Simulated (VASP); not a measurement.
Here is the system:

```
InAs
1.0
    0.00000     3.03000     3.03000
    3.03000     0.00000     3.03000
    3.03000     3.03000     0.00000
In As
1 1
Direct
  0.00000   0.00000   0.00000
  0.25000   0.25000   0.25000
```

The numbers are results of PBE GGA, VASP's PBE PAW potentials (set 64) (plane waves; VASP), not measurements. Numerical set-up: 400 eV cut-off, 6×6×6 Γ-centred mesh, Gaussian smearing of 0.050 eV, potentials In_d As.

**Question.** Give the stress tensor in GPa (positive for a compressed cell).

**Answer.** 
```
3.61  0.00  0.00
0.00  3.61  0.00
0.00  0.00  3.61
```
The pressure is its mean diagonal, 3.61 GPa.

The compound is InAs in the zinc blende structure. The cell was not relaxed at this level.
